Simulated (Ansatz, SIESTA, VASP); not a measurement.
# Cu2As (P4/nmm, 6 atoms in the cell) computed with different codes at matched settings

Self-consistent single point.

```xyz
6
Lattice="3.7366 0.0000 0.0000 0.0000 3.7366 0.0000 0.0000 0.0000 5.8218" Properties=species:S:1:pos:R:3 pbc="T T T"
Cu     1.8683     1.8683     0.0000
Cu     0.0000     0.0000     0.0000
Cu     1.8683     0.0000     1.7463
Cu     0.0000     1.8683     4.0755
As     1.8683     0.0000     4.1510
As     0.0000     1.8683     1.6708
```

Shared settings, as Ansatz (a quantum-chemistry and plane-wave program) writes them: kpoints.mp_grid.grid = 7 7 5; magnetization.spin_orbit = true; scf.occupations.method = fermi_dirac; scf.occupations.width = 0.1 eV. Potentials and cutoffs stand in the table.

```csv
code,model,pressure (GPa),largest force (eV/Å),cutoff
Ansatz,"PBEsol with spin-orbit coupling, default PAW files made with PBE",1.54,0.213,420 eV
VASP,"PBEsol, spin-orbit coupling, VASP's PBE PAW potentials (set 64)",0.59,0.223,300 eV
SIESTA,"GGA PBEsol with spin-orbit coupling, numerical atomic orbitals DZP, PseudoDojo PBEsol fully relativistic norm-conserving potentials (rewritten from UPF to PSML)",–,0.423,grid 300 Ry
```

Size of the force on each atom (eV/Å): Sizes of forces hide their directions.

| code | Cu1 | Cu2 | Cu3 | Cu4 | As5 | As6 |
|---|---|---|---|---|---|---|
| Ansatz | 0.000 | 0.000 | 0.010 | 0.010 | 0.213 | 0.213 |
| VASP | 0.000 | 0.000 | 0.021 | 0.021 | 0.223 | 0.223 |
| SIESTA | 0.000 | 0.000 | 0.108 | 0.108 | 0.423 | 0.423 |

A dash marks a value that a program does not give, or that is left out as unsure.

No clean gap comes from Ansatz, VASP and SIESTA: levels at the Fermi energy touch, overlap or are partly filled at this smearing.

The spread over the programs that give each value: pressure within 0.95 GPa; largest force within 0.210 eV/Å.

SIESTA uses small atom-centred bases, whose incompleteness enters pressures, forces and empty levels differently from a plane-wave cutoff. Ansatz's pressure is given at a fixed set of plane waves, as the other plane-wave codes print theirs; with its correction for the finite basis it is 1.62 GPa. In the force vectors, SIESTA (by 0.205) lies more than 0.08 eV/Å from the median of the plane-wave programs.

VASP's run is marked for a possible Pulay error in its stress at this cutoff; no cutoff test was made.

The starting cell comes from a database of computed structures (which also holds hypothetical and non-ambient phases and stackings), without a prior relaxation at this level. Its lattice was rescaled by a random factor within 2.5 % of one.

Keys are those of Ansatz 0.2.
